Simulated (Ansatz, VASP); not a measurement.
# One calculation of TeP2, two programs

```
Te P
1.0
     4.17285    0.00000    0.00000
    -2.08643    3.61380    0.00000
     0.00000    0.00000    5.24181
Te P
1 2
Direct
  0.00000 0.00000 0.00000
  0.66667 0.33333 0.69748
  0.66667 0.33333 0.30252
```

Alike in both runs: functional PBE; k mesh 12 × 12 × 8; occupations gaussian, width 0.1 eV; no spin polarisation.

Ansatz relaxed the structure, and its values are those at the end. VASP's run is a single point on that final structure, the one shown.

|  | VASP | Ansatz |
| --- | --- | --- |
| version | VASP 6.6.1 | Ansatz 0.2.0 |
| potentials or method | VASP PAW PBE potentials, release 64 (Te, P) | scalar-relativistic, plane waves, PAW |
| plane-wave cutoff (eV) | 520 | 420 |
| valence electrons in the cell | 16 | 26 |

VASP gave:

* gap on the k mesh at the Fermi level (eV): none
* pressure (GPa): -0.1
* rms of the force components (eV/Å): 0.022

Problem. Estimate Ansatz's values.

Solution. gap on the k mesh at the Fermi level (eV): none; pressure (GPa): 0.0; rms of the force components (eV/Å): 0.001.

A gap of «none» marks a metal or a gap that the smearing closes. The two sets of potentials don't hold the same shells in valence.

Spin-orbit coupling is left out, which matters for the levels of Te.
